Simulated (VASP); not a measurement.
Computed with optB86b-vdW, VASP's PBE PAW potentials (set 64) (plane waves; VASP 6.6.1).

VASP input:

**INCAR**
```
# general
SYSTEM   = BaHfO3
PREC     = Accurate
ENCUT    = 520
LREAL    = .FALSE.
LASPH    = .TRUE.

# electronic loop
EDIFF    = 1E-7
NELM     = 100
ALGO     = Normal
LMAXMIX  = 6

# smearing
ISMEAR   = -5

# functional
GGA      = MK
LUSE_VDW = .TRUE.
AGGAC    = 0.0
PARAM1   = 0.1234
PARAM2   = 1.0

# ions
ISIF     = 2

# output
LWAVE    = .FALSE.
LCHARG   = .TRUE.
LORBIT   = 11
NEDOS    = 601
```

### KPOINTS
```
Automatic mesh
0
Gamma
6 6 6
0 0 0
```

**POSCAR**
```
BaHfO3
1.0
  4.1761225134   0.0000000000   0.0000000000
  0.0000000000   4.1761225134   0.0000000000
  0.0000000000   0.0000000000   4.1761225134
Ba Hf O
1 1 3
Direct
  0.0000000000   0.0000000000   0.0000000000
  0.5000000000   0.5000000000   0.5000000000
  0.5000000000   0.0000000000   0.5000000000
  0.0000000000   0.5000000000   0.5000000000
  0.5000000000   0.5000000000   0.0000000000
```

POTCAR, in this order: Ba_sv Hf_pv O (PBE.64 set). Program: vasp_std.

Unless said otherwise, spin-orbit coupling is left out, though it shifts the bands of the heavy elements here.

Predict the energy per atom (σ→0), band gap (on the k-mesh).

The energy per atom (σ→0) is -7.015 eV/atom and the band gap (on the k-mesh) comes out as 3.58 eV.

OSZICAR:
```
...
DAV:   9    -0.350733619886E+02    0.17104E-01   -0.10735E-01  1116   0.206E+00    0.163E+00
DAV:  10    -0.350732201465E+02    0.14184E-03   -0.10309E-02  1188   0.694E-01    0.582E-01
DAV:  11    -0.350730883014E+02    0.13185E-03   -0.75546E-04  1159   0.191E-01    0.163E-01
DAV:  12    -0.350731192694E+02   -0.30968E-04   -0.85735E-05  1282   0.657E-02    0.165E-01
DAV:  13    -0.350731229645E+02   -0.36951E-05   -0.11646E-05  1179   0.241E-02    0.123E-02
DAV:  14    -0.350731231043E+02   -0.13985E-06   -0.63464E-07  1212   0.550E-03    0.298E-03
DAV:  15    -0.350731230953E+02    0.90067E-08   -0.35902E-07  1073   0.431E-03
   1 F= -.35073123E+02 E0= -.35073123E+02  d E =0.000000E+00
```

The compound is BaHfO3 in the cubic perovskite structure. It was relaxed first.
